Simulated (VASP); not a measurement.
A run of VASP 6.6.1 is set up as follows.

Contents of POSCAR:

```
Mn3TlGa
1.0
    0.0000000000      6.0100450000      0.0000000000
    6.0100450000      0.0000000000      0.0000000000
    3.0050230000      3.0050230000     -4.5064170000
Tl Mn Ga
2 6 2
Direct
    0.7500000000      0.2500000000      0.5000000000
    0.2500000000      0.7500000000      0.5000000000
    0.7000000000      0.2000000000      0.0000000000
    0.2000000000      0.3000000000      0.0000000000
    0.3000000000      0.8000000000      0.0000000000
    0.8000000000      0.7000000000      0.0000000000
    0.2500000000      0.2500000000      0.5000000000
    0.7500000000      0.7500000000      0.5000000000
    0.0000000000      0.0000000000      0.0000000000
    0.5000000000      0.5000000000      0.0000000000
```

The input INCAR.step1:

```
ALGO     = Normal         # electronic algorithm
EDIFF    = 1E-4           # SCF threshold, eV
ENCUT    = 520            # plane-wave cutoff, eV
GGA      = PE             # functional
ISMEAR   = -5             # smearing method
LASPH    = True           # aspherical terms in the spheres
LCHARG   = False          # write CHGCAR
LREAL    = False          # projectors in reciprocal space
LWAVE    = True           # write WAVECAR
NBANDS   = 76             # bands
NELM     = 60             # most SCF steps
PREC     = Accurate       # precision mode
SIGMA    = 0.1            # smearing width, eV
```

INCAR.step2

```
ALGO     = Normal         # electronic algorithm
EDIFF    = 1E-6           # SCF threshold, eV
ENCUT    = 520            # plane-wave cutoff, eV
ISIF     = 2              # what is computed and relaxed
ISMEAR   = -5             # smearing method
ISTART   = 1            
LASPH    = True           # aspherical terms in the spheres
LCHARG   = False          # write CHGCAR
LMIXTAU  = True         
LREAL    = False          # projectors in reciprocal space
LWAVE    = False          # write WAVECAR
METAGGA  = R2SCAN         # meta-GGA
NBANDS   = 76             # bands
NELM     = 60             # most SCF steps
PREC     = Accurate       # precision mode
SIGMA    = 0.1            # smearing width, eV
```

File KPOINTS:

```
Automatic mesh
0
Gamma
  4 4 4
  0.5 0.5 0.5
```

Potentials or basis: VASP PAW PBE potentials, release 64 (Tl_d, Mn_pv, Ga_d).

Run with:

```console
$ cat potpaw_PBE.64/Tl_d/POTCAR potpaw_PBE.64/Mn_pv/POTCAR potpaw_PBE.64/Ga_d/POTCAR > POTCAR
$ cp INCAR.step1 INCAR
$ mpirun -np 1 vasp_std > vasp.out
$ cp INCAR.step2 INCAR
$ mpirun -np 1 vasp_std > vasp.out
```

Question: Estimate the largest force.

Answer: 0.771 eV/Å.

Question: What does it give for the pressure?

Answer: -0.3 GPa.

Question: Predict the band gap on the k mesh.

Answer: None (metal or under the smearing width).

Stress tensor (GPa, compression positive):
```
 1.88  0.00  0.00
 0.00  1.88  0.00
 0.00  0.00 -4.75
```

Caveat: the PAW data sets were made with another functional, which shifts forces and pressure a little; tetrahedron occupations give inexact forces and stress in metals. Spin polarisation is off, so any magnetic state and its effect on volume and gap are missing.
